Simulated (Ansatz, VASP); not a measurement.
## SrICl (SrICl (Pnma)): VASP beside Ansatz

Aim: how closely do two programs agree when they are given the same cell, functional and k mesh? The two relaxations start from unlike cells of this crystal (the structure described is Ansatz's start), so only their ends are compared.

Main program and level: Ansatz 0.2.0; plane waves, with VASP 6.6.1 beside it; relaxation of cell and atoms at PBEsol.

**1. The starting structure**

Symmetry: Pnma, No. 62, orthorhombic system. Conventional cell: a = 8.448 Å, b = 4.539 Å, c = 10.342 Å, α = 90.00°, β = 90.00°, γ = 90.00°. Nearest to Sr lie 4 Cl at 2.95 to 3.58 Å and 5 I at 3.42 to 4.13 Å. I has 5 Sr at 3.42 to 4.13 Å nearest. Nearest to Cl lie 4 Sr at 2.95 to 3.58 Å. Farther neighbours and most contacts between anions are not listed.

**2. VASP: relaxation of cell and atoms, PBEsol**

The relaxed volume is the usual yardstick between codes: in a stiff, nearly cubic crystal its relative difference is about their pressure difference at one cell divided by the bulk modulus.

Lines of VASP's logs that name or quote its potential files are left out, and so is its time.

File INCAR:

```
SYSTEM = SrICl
PREC = Accurate
ENCUT = 500
EDIFF = 1E-07
NELM = 120
ISMEAR = 0
SIGMA = 0.01
LREAL = .FALSE.
ALGO = Normal
GGA = PS
NBANDS = 60
LORBIT = 11
LWAVE = .FALSE.
LCHARG = .FALSE.
ISIF = 3
IBRION = 2
NSW = 80
EDIFFG = -0.005
LASPH = .TRUE.
GGA_COMPAT = .FALSE.
NELMIN = 4
EFERMI = MIDGAP
KPAR = 2
```

File POSCAR:

```
SrICl
1.0
    8.1640382014      0.0000000000      0.0000000000
    0.0000000000      4.6861055518      0.0000000000
    0.0000000000      0.0000000000      9.3599732321
Sr I Cl
4 4 4
Direct
    0.2148481440      0.2500000551      0.1214385881
    0.7851518560      0.7499999449      0.8785614119
    0.2851517968      0.7499999449      0.6214385397
    0.7148482032      0.2500000551      0.3785614603
    0.9745916409      0.2500000551      0.6684387019
    0.0254083591      0.7499999449      0.3315612981
    0.5254084183      0.7499999449      0.1684387502
    0.4745915817      0.2500000551      0.8315612498
    0.3555248716      0.2500000551      0.4347131870
    0.6444751284      0.7499999449      0.5652868130
    0.1444750692      0.7499999449      0.9347131387
    0.8555249308      0.2500000551      0.0652868613
```

File KPOINTS:

```
Automatic mesh
0
Gamma
4 6 3
0 0 0
```

PAW data sets: Sr_sv, I and Cl (PBE family, release 64).

Started as:

```sh
$ mpirun -np 2 vasp_std
```

Numbers of over 12 decimals in the logs are rounded to 6 here.

The program printed:

```text
[banner, memory and clock lines left out]
running    2 mpi-ranks, on    1 nodes
 distrk:  each k-point on    1 cores,    2 groups
 distr:  one band on    1 cores,    1 groups

 POSCAR found type information on POSCAR SrI Cl
 POSCAR found :  3 types and      12 ions
|                                                                             |
|               ----> ADVICE to this user running VASP <----                  |
|                                                                             |
|     You enforced a specific xc type in the INCAR file but a different       |
|     [... a line on the potential file left out ...]
|     I HOPE YOU KNOW WHAT YOU ARE DOING!                                     |
|                                                                             |

 LDA part: xc-table for (Slater+PW92), standard interpolation
 POSCAR, INCAR and KPOINTS ok, starting setup
 FFT: planning ... GRIDC
 FFT: planning ... GRID_SOFT
 FFT: planning ... GRID
 WAVECAR not read
 entering main loop
       N       E                     dE             d eps       ncg     rms          rms(c)
DAV:   1     0.663066696226E+03    0.66307E+03   -0.42193E+04  2880   0.137E+03
DAV:   2     0.147479389288E+02   -0.64832E+03   -0.62688E+03  3752   0.292E+02
DAV:   3    -0.459499705804E+02   -0.60698E+02   -0.60477E+02  3816   0.809E+01
DAV:   4    -0.482704471121E+02   -0.23205E+01   -0.23154E+01  4400   0.168E+01
DAV:   5    -0.483971760652E+02   -0.12673E+00   -0.12670E+00  4256   0.286E+00    0.288E+01
DAV:   6    -0.478299214963E+02    0.56725E+00   -0.13027E+00  3648   0.427E+00    0.173E+01
DAV:   7    -0.478448810330E+02   -0.14960E-01   -0.15953E+00  3512   0.470E+00    0.197E+00
DAV:   8    -0.478167020930E+02    0.28179E-01   -0.38309E-01  3416   0.192E+00    0.125E+00
DAV:   9    -0.478204345845E+02   -0.37325E-02   -0.39453E-02  3728   0.609E-01    0.373E-01
DAV:  10    -0.478214975734E+02   -0.10630E-02   -0.40825E-03  4392   0.155E-01    0.189E-01
DAV:  11    -0.478216346298E+02   -0.13706E-03   -0.12375E-03  3504   0.110E-01    0.889E-02
DAV:  12    -0.478216615160E+02   -0.26886E-04   -0.12586E-04  4016   0.370E-02    0.644E-02
DAV:  13    -0.478216619501E+02   -0.43413E-06   -0.32879E-05  4104   0.177E-02    0.272E-02
DAV:  14    -0.478216623188E+02   -0.36861E-06   -0.27353E-05  3472   0.159E-02    0.434E-03
DAV:  15    -0.478216620482E+02    0.27055E-06   -0.16798E-06  3360   0.463E-03    0.414E-03
DAV:  16    -0.478216620763E+02   -0.28151E-07   -0.29064E-07  2752   0.159E-03
   1 F= -.47821662E+02 E0= -.47821662E+02  d E =-.478217E+02
 curvature:   0.00 expect dE= 0.000E+00 dE for cont linesearch  0.000E+00
 trial: gam= 0.00000 g(F)=  0.523E-05 g(S)=  0.347E-04 ort = 0.000E+00 (trialstep = 0.100E+01)
 search vector abs. value=  0.399E-04
 bond charge predicted
       N       E                     dE             d eps       ncg     rms          rms(c)
DAV:   1    -0.478218645358E+02   -0.20249E-03   -0.51783E-03  3192   0.262E-01    0.950E-02
DAV:   2    -0.478217215945E+02    0.14294E-03   -0.39252E-04  3552   0.701E-02    0.365E-02
DAV:   3    -0.478216808167E+02    0.40778E-04   -0.88900E-05  3512   0.321E-02    0.268E-02
DAV:   4    -0.478216804474E+02    0.36925E-06   -0.12665E-05  4344   0.970E-03    0.174E-02
DAV:   5    -0.478216832677E+02   -0.28203E-05   -0.64624E-06  4304   0.727E-03    0.751E-03
DAV:   6    -0.478216845946E+02   -0.13269E-05   -0.60477E-07  3544   0.248E-03    0.153E-03
DAV:   7    -0.478216846050E+02   -0.10327E-07   -0.14694E-07  2080   0.136E-03
   2 F= -.47821685E+02 E0= -.47821685E+02  d E =-.225286E-04
 trial-energy change:   -0.000023  1 .order   -0.000023   -0.000040   -0.000007
 step:   1.2526(harm=  1.2053)  dis= 0.00024  next Energy=   -47.821685 (dE=-0.234E-04)
 reached required accuracy - stopping structural energy minimisation
```

From OUTCAR (step 2):

```text
ion  position               nearest neighbor table
   1  0.215  0.250  0.121-  11 2.98  11 2.98  12 2.98   9 3.15   6 3.43   6 3.43   8 3.44   7 3.48
                             7 3.48   4 4.74   4 4.74   2 4.79   2 4.79
   2  0.785  0.750  0.879-  12 2.98  12 2.98  11 2.98  10 3.15   5 3.43   5 3.43   7 3.44   8 3.48
                             8 3.48   3 4.74   3 4.74   1 4.79   1 4.79
   3  0.285  0.750  0.621-   9 2.98   9 2.98  10 2.98  11 3.15   8 3.43   8 3.43   6 3.44   5 3.48
                             5 3.48   2 4.74   2 4.74   4 4.79   4 4.79
   4  0.715  0.250  0.379-  10 2.98  10 2.98   9 2.98  12 3.15   7 3.43   7 3.43   5 3.44   6 3.48
                             6 3.48   1 4.74   1 4.74   3 4.79   3 4.79
   5  0.975  0.250  0.668-   2 3.43   2 3.43   4 3.44   3 3.48   3 3.48
   6  0.025  0.750  0.332-   1 3.43   1 3.43   3 3.44   4 3.48   4 3.48
   7  0.525  0.750  0.168-   4 3.43   4 3.43   2 3.44   1 3.48   1 3.48
   8  0.475  0.250  0.832-   3 3.43   3 3.43   1 3.44   2 3.48   2 3.48
   9  0.356  0.250  0.435-   3 2.98   3 2.98   4 2.98   1 3.15
  10  0.644  0.750  0.565-   4 2.98   4 2.98   3 2.98   2 3.15
  11  0.144  0.750  0.935-   1 2.98   1 2.98   2 2.98   3 3.15
  12  0.856  0.250  0.065-   2 2.98   2 2.98   1 2.98   4 3.15

  LATTYP: Found a simple orthorhombic cell.
 ALAT       =     4.6861055518
 B/A-ratio  =     1.7421797506
 C/A-ratio  =     1.9973884772

 Subroutine GETGRP returns: Found  8 space group operations
 (whereof  2 operations were pure point group operations)

The static configuration has the point symmetry S_2 .
 The point group associated with its full space group is D_2h.

 Found     24 irreducible k-points:

   k-points           NKPTS =     24   k-points in BZ     NKDIM =     24   number of bands    NBANDS=     60

   dimension x,y,z NGX =    60 NGY =   36 NGZ =   70
   dimension x,y,z NGXF=   120 NGYF=   72 NGZF=  140

   ENCUT  =  500.0 eV  36.75 Ry    6.06 a.u.  14.88  8.54 17.07*2*pi/ulx,y,z

   NELECT =      96.0000    total number of electrons

 k-points in reciprocal lattice and weights: Automatic mesh
   0.00000000  0.00000000  0.00000000       0.014
   0.25000000  0.00000000  0.00000000       0.028
   0.50000000  0.00000000  0.00000000       0.014
   0.00000000  0.16666667  0.00000000       0.028
   0.25000000  0.16666667  0.00000000       0.056
   0.50000000  0.16666667  0.00000000       0.028
   0.00000000  0.33333333  0.00000000       0.028
   0.25000000  0.33333333  0.00000000       0.056
   0.50000000  0.33333333  0.00000000       0.028
[...]
0.25000000  0.50000000  0.33333333       0.056
   0.50000000  0.50000000  0.33333333       0.028

 average (electrostatic) potential at core
       1 -37.1519       2 -37.1519       3 -37.1520       4 -37.1519       5 -91.6645
       6 -91.6645       7 -91.6644       8 -91.6644       9 -91.8676      10 -91.8676
      11 -91.8676      12 -91.8676

 E-fermi :   4.3363

 k-point     1 :       0.0000    0.0000    0.0000
  band No.  band energies     occupation
    ...
     44       1.9746      2.00000
     45       2.2300      2.00000
     46       2.2414      2.00000
     47       2.3254      2.00000
     48       2.5330      2.00000
     49       6.1396      0.00000
     50       6.8499      0.00000
     51       6.8789      0.00000
     52       7.0542      0.00000
     53       7.3028      0.00000
    ...

 k-point     2 :       0.2500    0.0000    0.0000
  band No.  band energies     occupation
    ...
     44       1.8808      2.00000
     45       1.9949      2.00000
     46       2.1820      2.00000
     47       2.3436      2.00000
     48       2.5038      2.00000
     49       6.4151      0.00000
     50       6.8686      0.00000
     51       6.9052      0.00000
     52       7.0174      0.00000
     53       7.3554      0.00000
    ...

 k-point     3 :       0.5000    0.0000    0.0000
  band No.  band energies     occupation
    ...
     44       1.8727      2.00000
     45       2.0319      2.00000
     46       2.0319      2.00000
     47       2.4286      2.00000
     48       2.4286      2.00000
     49       6.6902      0.00000
     50       6.6902      0.00000
     51       6.9720      0.00000
     52       6.9720      0.00000
     53       7.4907      0.00000
    ...

  Total        0.0179243      0.0019188     -0.0158580     -0.0000000      0.0000000      0.0000000
  in kB        0.0802453      0.0085901     -0.0709949     -0.0000000      0.0000000      0.0000000
  external PRESSURE =       0.0059468 kB  Pullay stress =       0.0000000 kB

  energy-cutoff  :      500.00
  volume of cell :      357.88
      direct lattice vectors                 reciprocal lattice vectors
     8.163300934 -0.000000000  0.000000000     0.122499465  0.000000000  0.000000000
     0.000000000  4.685125909  0.000000000     0.000000000  0.213441436  0.000000000
     0.000000000  0.000000000  9.357203142     0.000000000  0.000000000  0.106869540

 POSITION                                       TOTAL-FORCE (eV/Angst)
 -----------------------------------------------------------------------------------
      1.75395      1.17128      1.13614         0.002003      0.000000     -0.002795
      6.40935      3.51384      8.22107        -0.002003     -0.000000      0.002795
      2.32770      3.51384      5.81474        -0.002003      0.000000     -0.002795
      5.83560      1.17128      3.54247         0.002003      0.000000      0.002795
      7.95582      1.17128      6.25464        -0.001024     -0.000000     -0.001079
      0.20748      3.51384      3.10256         0.001024      0.000000      0.001079
      4.28913      3.51384      1.57604         0.001024     -0.000000     -0.001079
      3.87417      1.17128      7.78117        -0.001024     -0.000000      0.001079
      2.90215      1.17128      4.06770        -0.001874     -0.000000     -0.000725
      5.26115      3.51384      5.28950         0.001874      0.000000      0.000725
      1.17950      3.51384      8.74630         0.001874     -0.000000     -0.000725
      6.98380      1.17128      0.61090        -0.001874     -0.000000      0.000725
 -----------------------------------------------------------------------------------
    total drift:                                0.004616     -0.002233     -0.003305

  FREE ENERGIE OF THE ION-ELECTRON SYSTEM (eV)
  ---------------------------------------------------
  free  energy   TOTEN  =       -47.8216846050 eV

  energy  without entropy=      -47.8216846050  energy(sigma->0) =      -47.82168460

 reached required accuracy - stopping structural energy minimisation

 total charge
# of ion       s       p       d       tot
------------------------------------------
    1        1.997   5.737   0.169   7.903
    2        1.997   5.737   0.169   7.903
    3        1.997   5.737   0.169   7.903
    4        1.997   5.737   0.169   7.903
    5        1.497   2.839   0.008   4.344
    6        1.497   2.839   0.008   4.344
    7        1.497   2.839   0.008   4.344
    8        1.497   2.839   0.008   4.344
    9        1.585   3.540   0.000   5.125
   10        1.585   3.540   0.000   5.125
   11        1.585   3.540   0.000   5.125
   12        1.585   3.540   0.000   5.125
--------------------------------------------------
tot         20.315  48.467   0.707  69.488

[... 3 further parts left out ...]
```

[end of part 1 of 2]

[Lines on the potential files, build, host, timing and source positions are cut from VASP's logs without a mark.]

[Logs are printed without paths, hosts, clocks, repeated set-up lines and the standing remarks that a program may print on its own settings, such as how far it seeks lower states.]

[Hosts, paths, dates, database ids (printed as entryN), source tags and the programs' standing remarks are cut or masked in the printed files.]
